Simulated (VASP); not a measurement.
BeS (relaxed from the CsCl type structure, space group Pm-3m): computed properties

These are PBEsol GGA, VASP's PBE PAW potentials (set 64) (plane waves; VASP 6.6.1) values and carry that method's errors.

```
Item                                                                                                       Value
----------------------------------  ----------------------------------------------------------------------------
space group                                                                                          Pm-3m (221)
cell                                a = 2.8962 Å, b = 2.8962 Å, c = 2.8962 Å, α = 90.00°, β = 90.00°, γ = 90.00°
volume per atom                                                                                   12.15 Å^3/atom
band gap (over mesh and band path)                                      none (metal, semimetal or under 0.01 eV)
density                                                                                               2.81 g/cm³
```

```
BeS
1.0
    2.89625     0.00000     0.00000
    0.00000     2.89625     0.00000
    0.00000     0.00000     2.89625
Be S
1 1
Direct
  0.00000   0.00000   0.00000
  0.50000   0.50000   0.50000
```

The structure was generated: BeS was put into the CsCl type type (Pm-3m), which need not be its known phase. It was relaxed first, which changed the volume by +36 %. Symmetry was kept, so distortions that lower it aren't found.
